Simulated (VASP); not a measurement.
Level of theory: rev-vdW-DF2, VASP's PBE PAW potentials (set 64) (plane waves; VASP).

Input for VASP

**POSCAR**
```
CuZn
1
    2.9144744598     0.0000000000     0.0000000000
    0.0000000000     2.9144744598     0.0000000000
    0.0000000000     0.0000000000     2.9144744598
Zn Cu
1 1
Direct
  0.5000000000   0.5000000000   0.5000000000
  0.0000000000   0.0000000000   0.0000000000
```

### INCAR
```
AGGAC = 0.0
ALGO = Normal
EDIFF = 1E-7
ENCUT = 520
GGA = MK
ISIF = 2
ISMEAR = 1
LASPH = T
LCHARG = F
LMAXMIX = 4
LREAL = F
LUSE_VDW = T
LWAVE = F
NELM = 100
PARAM1 = 0.1234568
PARAM2 = 0.7114
PREC = Accurate
SIGMA = 0.1
SYSTEM = CuZn
ZAB_VDW = -1.8867
```

KPOINTS:
```
Automatic mesh
0
Gamma
12 12 12
0 0 0
```

POTCAR, in this order: Zn Cu (PBE.64 set). Program: vasp_std.

**Question.** Estimate the energy per atom (σ→0), pressure, band gap (on the k-mesh).

**Answer.** 
| Item | Result |
|---|---|
| energy per atom (σ→0) | 0.120 eV/atom |
| band gap (on the k-mesh) | none (metal, semimetal or under 0.01 eV) |
| pressure | 4.36 GPa |

OSZICAR:
```
...
DAV:   7     0.231078940894E+00    0.86051E+00   -0.36972E+00  2694   0.101E+02    0.233E+00
DAV:   8     0.230717575387E+00   -0.36137E-03   -0.17209E-01  3420   0.579E+00    0.130E+00
DAV:   9     0.240426023525E+00    0.97084E-02   -0.17846E-02  3135   0.350E+00    0.613E-02
DAV:  10     0.240409784682E+00   -0.16239E-04   -0.54253E-04  3017   0.267E-01    0.289E-02
DAV:  11     0.240402927088E+00   -0.68576E-05   -0.67706E-06  3769   0.596E-02    0.943E-03
DAV:  12     0.240403355857E+00    0.42877E-06   -0.12265E-06  3791   0.238E-02    0.896E-04
DAV:  13     0.240403429102E+00    0.73245E-07   -0.44871E-08  1876   0.348E-03
   1 F= 0.24040343E+00 E0= 0.24038525E+00  d E =0.545376E-04
```

The compound is CuZn in the CsCl type structure. This cell is one point of a volume scan, at 0.97 of the reference volume. The electron count is odd and the run is not spin-polarised, which forces a metal.
